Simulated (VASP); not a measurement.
Here is the system:

```
CELL_PARAMETERS angstrom
      4.20156     0.00000     0.00000
      0.00000     4.20156     0.00000
      0.00000     0.00000     5.97303
ATOMIC_POSITIONS crystal
  Pb 0.00000 0.00000 0.00000
  Pb 0.50000 0.50000 0.50000
  Se 0.50000 0.50000 0.00000
  S  0.00000 0.00000 0.50000
```

All values below come from LDA (Ceperley-Alder, Perdew-Zunger) with spin-orbit coupling, VASP's LDA PAW potentials (set 64) (plane waves; VASP). Run with 400 eV cut-off, 5×5×4 Γ-centred mesh, Gaussian smearing of 0.050 eV, potentials Pb_d Se S.

Q: Predict the energy per atom (σ→0), band gap (over mesh and band path) with the smallest direct gap where there is one.

A: 
```
Quantity                                               Result
---------------------------------------------  --------------
band gap (over mesh and band path)                    0.20 eV
smallest direct gap (over mesh and band path)         0.20 eV
energy per atom (σ→0)                          -5.062 eV/atom
```

The absolute energy has meaning only against runs of the same code, potentials and settings.

The structure comes from a computed database's Pb2SeS entry (P4/mmm); how it stands against other phases isn't given here. It was relaxed first, which changed the volume by -6 %.
